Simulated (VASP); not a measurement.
Consider the following.

```xyz
2
Lattice="1.2277 -2.1264 0.0000 1.2277 2.1264 0.0000 0.0000 0.0000 3.9603" Properties=species:S:1:pos:R:3 pbc="T T T"
Co     1.2277     0.7088     0.9901
Co     1.2277    -0.7088     2.9703
```
Starting moments (μB, in the order of the record's atoms Co Co): 1.6 1.6.

These are PBEsol GGA, VASP's PBE PAW potentials (set 64) (plane waves; VASP 6.6.1) values and carry that method's errors. Settings: 500 eV cut-off, 17×17×9 Γ-centred mesh, first-order Methfessel-Paxton smearing of 0.10 eV, potentials Co.

**Question.** The ions, cell shape and volume at an external pressure of 5.0 GPa are relaxed. What does this cell relax into?

**Answer.** 
```xyz
2
Lattice="1.2198 -2.1127 0.0000 1.2198 2.1127 0.0000 0.0000 0.0000 3.9347" Properties=species:S:1:pos:R:3 pbc="T T T"
Co     1.2198     0.7042     0.9837
Co     1.2198    -0.7042     2.9510
```
Space group P6_3/mmc (194), at a tolerance of 0.03 Å. The cell ends with 3.13 μB, on the sites 1.57 1.57 μB.

**Question.** How do energy and volume change from the first to the last step?

**Answer.** The energy (σ→0) changes by +3.1 meV/atom and the volume by -1.9 %, in 3 ionic steps.

The compound is Co in the hcp structure. This run relaxes it under an external pressure of 5 GPa. Symmetry was kept, so distortions that lower it aren't found.
